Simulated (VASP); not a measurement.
A run of VASP 6.6.1 is set up as follows.

INCAR

```
  PREC = Accurate
  ENCUT = 520
  EDIFF = 1E-6
  ISMEAR = 0
  SIGMA = 0.1
  LREAL = False
  LASPH = True
  NELM = 60
  ALGO = Normal
  ISIF = 2
  LWAVE = False
  LCHARG = False
  METAGGA = R2SCAN
  LMIXTAU = True
  NBANDS = 23
```

Contents of KPOINTS:

```
regular mesh
0
Gamma
  10 10 12
```

POSCAR

```
YSi
1.0
    2.1163200000     -5.2276700000      0.0000000000
    2.1163200000      5.2276700000      0.0000000000
    0.0000000000      0.0000000000      3.8079500000
Y Si
2 2
Direct
    0.1403800000      0.8596200000      0.7500000000
    0.8596200000      0.1403800000      0.2500000000
    0.4237800000      0.5762200000      0.7500000000
    0.5762200000      0.4237800000      0.2500000000
```

Potentials or basis: VASP PAW PBE potentials, release 64 (Y_sv, Si).

Run with:

```console
$ cat potpaw_PBE.64/Y_sv/POTCAR potpaw_PBE.64/Si/POTCAR > POTCAR
$ mpirun -np 1 vasp_std > vasp.out
```

Problem. Estimate the pressure.

Solution. 3.0 GPa.

Problem. Estimate the largest force.

Solution. 0.067 eV/Å.

Stress tensor (GPa, compression positive):
```
3.36 0.00 0.00
0.00 2.82 0.00
0.00 0.00 2.95
```

Caveat: the PAW data sets were made with another functional, which shifts forces and pressure a little.
